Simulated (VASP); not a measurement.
# MnF2: cell size against the level of theory, part 3 of 3

Which functional gives the lattice of MnF2 as experiment finds it, and is a dearer one worth its cost? The start is a cell from a database of measured crystal structures.

VASP 6.6.1, plane waves and PAW; the level of theory is named at each step.

Still holding for the runs below: The magnetic state follows from one typed start and may not be the lowest. Experiment finds antiferromagnetic order in this phase (a transition is listed at 68 K, arxiv:0910.3137), so this ferromagnetic run describes another state.

So far. Step 3 (Relaxation with LDA): It ends at 12.40 Å³/atom, -4.3 % from the start, with -0.07 GPa left. The conventional cell has a = 4.781 and c = 3.255 Å. Step 4 (Relaxation with r2SCAN): It ends at 13.12 Å³/atom, +1.2 % from the start, with 0.01 GPa left. The conventional cell has a = 4.873 and c = 3.314 Å.

## 5. Relaxation with PBE + D3(BJ)

This step: PBE with D3(BJ), spin-polarised from a ferromagnetic start; plane waves and PAW (Mn_pv, F) (VASP 6.6.1).

A dispersion term adds the long-range attraction that semilocal functionals lack. D3 with Becke-Johnson damping keeps a finite attraction at short range.

File INCAR:

```
SYSTEM = MnF2
PREC = Accurate
ENCUT = 560
EDIFF = 1E-06
NELM = 100
ISMEAR = -1
SIGMA = 0.05
LREAL = .FALSE.
ALGO = Normal
GGA = PE
IVDW = 12
NBANDS = 41
ISPIN = 2
MAGMOM = 4 4 0 0 0 0
LASPH = .TRUE.
LMAXMIX = 4
LORBIT = 11
LWAVE = .FALSE.
LCHARG = .FALSE.
KPAR = 2
IBRION = 2
NSW = 60
ISIF = 3
EDIFFG = -0.01
```

File POSCAR:

```
MnF2
1.0
    4.8509000000      0.0000000000      0.0000000000
    0.0000000000      4.8509000000      0.0000000000
    0.0000000000      0.0000000000      3.3043000000
Mn F
2 4
Direct
    0.0000000000      0.0000000000      0.0000000000
    0.5000000000      0.5000000000      0.5000000000
    0.3046000000      0.3046000000      0.0000000000
    0.1954000000      0.8046000000      0.5000000000
    0.6954000000      0.6954000000      0.0000000000
    0.8046000000      0.1954000000      0.5000000000
```

File KPOINTS:

```
Automatic mesh
0
Gamma
6 6 8
0 0 0
```

The projector-augmented-wave data sets are Mn_pv and F (PBE family, release 64).

Run with:

```
$ mpirun -np 2 vasp_std
```

The program printed:

```text
[... set-up lines as in an earlier step ...]
 entering main loop
       N       E                     dE             d eps       ncg     rms          rms(c)
[... 15 cycles as in an earlier step ...]
   1 F= -.40176495E+02 E0= -.40176495E+02  d E =-.401765E+02  mag=    10.0000
[...]
2 F= -.40197208E+02 E0= -.40197208E+02  d E =-.207130E-01  mag=    10.0000
[...]
3 F= -.40197877E+02 E0= -.40197877E+02  d E =-.213825E-01  mag=    10.0000
[...]
4 F= -.40197868E+02 E0= -.40197868E+02  d E =-.213735E-01  mag=    10.0000
[...]
5 F= -.40197985E+02 E0= -.40197985E+02  d E =-.116735E-03  mag=    10.0000
[...]
6 F= -.40198055E+02 E0= -.40198055E+02  d E =-.186643E-03  mag=    10.0000
[...]
reached required accuracy - stopping structural energy minimisation
```

Run time: 9.8 min. Hardware: 2 MPI ranks of Intel Xeon Platinum 8259CL at 2.50GHz (Skylake/Cascade Lake), shared host; peak memory 0.82 GiB; 17 min of CPU time.

From OUTCAR (step 5):

```text
 Edisp (eV)   -0.87256

 Edisp (eV)   -0.87171

  Total       0.01109     0.01109     0.03800     0.00000     0.00000     0.00000
  in kB       0.22170     0.22170     0.75997     0.00000     0.00000     0.00000
  external pressure =        0.40 kB  Pullay stress =        0.00 kB

 POSITION                                       TOTAL-FORCE (eV/Angst)
 -----------------------------------------------------------------------------------
      0.00000      0.00000      0.00000         0.000000      0.000000      0.000000
      2.45152      2.45152      1.66628         0.000000      0.000000      0.000000
      1.49512      1.49512      0.00000        -0.005947     -0.005947     -0.000000
      0.95639      3.94664      1.66628         0.005947     -0.005947     -0.000000
      3.40791      3.40791      0.00000         0.005947      0.005947      0.000000
      3.94664      0.95639      1.66628        -0.005947      0.005947      0.000000
 -----------------------------------------------------------------------------------
    total drift:                                0.000000      0.000000     -0.000000

  FREE ENERGIE OF THE ION-ELECTRON SYSTEM (eV)
  ---------------------------------------------------
  free  energy   TOTEN  =       -40.1980549630 eV

  energy  without entropy=      -40.1980548834  energy(sigma->0) =      -40.19805492

 magnetization (x)
# of ion       s       p       d       tot
------------------------------------------
    1        0.024   0.021   4.548   4.593
    2        0.024   0.021   4.548   4.593
    3        0.008   0.079   0.000   0.088
    4        0.008   0.079   0.000   0.088
    5        0.008   0.079   0.000   0.088
    6        0.008   0.079   0.000   0.088
--------------------------------------------------
tot          0.082   0.360   9.095   9.537

[... 2 parts as in an earlier step ...]

[... 2 further parts left out ...]
[key lines of the parts left out:]
E-fermi :   3.7498
```

Relaxation path:

```tsv
step	energy less that of the first step (eV)	largest force (eV/Å)	pressure (GPa)	volume (Å³)
1	0.0000	0.0183	2.99	77.75
2	-0.0207	0.0227	-0.49	80.51
3	-0.0214	0.0171	0.00	80.08
4	-0.0214	0.0165	0.06	80.03
5	-0.0215	0.0101	0.08	80.05
6	-0.0216	0.0084	0.04	80.11
```

```tsv
conventional cell, symmetrised	before	after	change
a (Å)	4.851	4.903	+1.1 %
b (Å)	4.851	4.903	+1.1 %
c (Å)	3.304	3.333	+0.9 %
volume (Å³/atom)	12.96	13.35	+3.0 %
```

Final coordinates:

```xyz
6
Lattice="4.9030 0.0000 0.0000 0.0000 4.9030 0.0000 0.0000 0.0000 3.3326" Properties=species:S:1:pos:R:3 pbc="T T T"
Mn    0.0000    0.0000    0.0000
Mn    2.4515    2.4515    1.6663
F     1.4951    1.4951    0.0000
F     0.9564    3.9466    1.6663
F     3.4079    3.4079    0.0000
F     3.9466    0.9564    1.6663
```

Spin moment in the PAW sphere by atom:

```tsv
atom	spin moment in the PAW sphere (μB)
Mn1	4.59
Mn2	4.59
F3	0.09
F4	0.09
F5	0.09
F6	0.09
```

It ends at 13.35 Å³/atom, +3.0 % from the start, with 0.04 GPa left. The conventional cell has a = 4.903 and c = 3.333 Å. Against plain PBE, the dispersion term moves a by -0.9 % and c by -0.2 %.

## 6. The cells as a table

This step: relaxed cells at several levels; plane waves and PAW (VASP 6.6.1).

Derived from the runs above.

Lengths are those of the conventional cell; cost is the wall time of each run, as given at its step, times its ranks, without the set-up around it. Results by level, by row:

```tsv
level	volume (Å³/atom)	change from the start (%)	a (Å)	c (Å)	largest site moment (μB)	cost (core minutes)
PBE	13.62	5.1	4.947	3.34	4.596	17.4
LDA	12.4	-4.3	4.781	3.255	4.544	16.9
r2SCAN	13.12	1.2	4.873	3.314	4.636	63
PBE + D3(BJ)	13.35	3	4.903	3.333	4.593	19.5
```

## 7. What came out

| Quantity | Value |
| --- | --- |
| volume, PBE | 13.62 Å³/atom |
| volume, LDA | 12.40 Å³/atom |
| volume, r2SCAN | 13.12 Å³/atom |
| volume, PBE + D3(BJ) | 13.35 Å³/atom |

What this shows: For MnF2 the levels give volumes between 12.40 Å³/atom (LDA) and 13.62 Å³/atom (PBE), a spread of 9.9 %, while the cost of the finished runs spans a factor of 3.7. Only a has a measured value here, so the levels are not ranked on the whole cell. The costs hold the number of ionic steps as well as the price of the functional. Adding D3(BJ) to PBE changes the volume by -2.0 % (a by -0.9 % and c by -0.2 %). Within 0.02 Å all end in space group P4_2/mnm; the runs can't lower the symmetry of the start. Only the typed magnetic starts were tried, so the magnetic ground state may differ and with it the other results. Only ferromagnetic starts were used, while the crystal orders antiferromagnetically, so what depends on the order belongs to another state. Each is a single relaxation on the plane waves of the start cell, so larger changes of volume carry a basis-set error that was not tested here.

Computed beside measured:

| quantity | measured | PBE | LDA | r2SCAN | PBE + D3(BJ) |
| --- | --- | --- | --- | --- | --- |
| lattice constant a (Å) | 4.874 | 4.947 (+1.5 %) | 4.781 (-1.9 %) | 4.873 (-0.0 %) | 4.903 (+0.6 %) |
| lattice constant c (Å) | not in our table of this source | 3.340 | 3.255 | 3.314 | 3.333 |

Measured values from pmc:4762571 (2016).

How well it matches: For the lattice constant a, of the levels listed nearest comes r2SCAN (-0.0 %) and farthest LDA (-1.9 %). The runs are ferromagnetic and the sample is antiferromagnetic, so the match is not graded. For lattice constants the calculation has a static lattice, without zero-point motion or thermal expansion.

[Lines on the potential files, build, host, timing and source positions are cut from VASP's logs without a mark.]

[Logs are printed without paths, hosts, clocks, repeated set-up lines and the standing remarks that a program may print on its own settings, such as how far it seeks lower states.]

[Hosts, paths, dates, database ids (printed as entryN), source tags and the programs' standing remarks are cut or masked in the printed files.]

[A measured line is paired with the nearest computed mode of its activity, which favours agreement.]

[In band tables of VASP the shares of atoms and orbitals are scaled to a sum of 1 inside the atoms' spheres.]
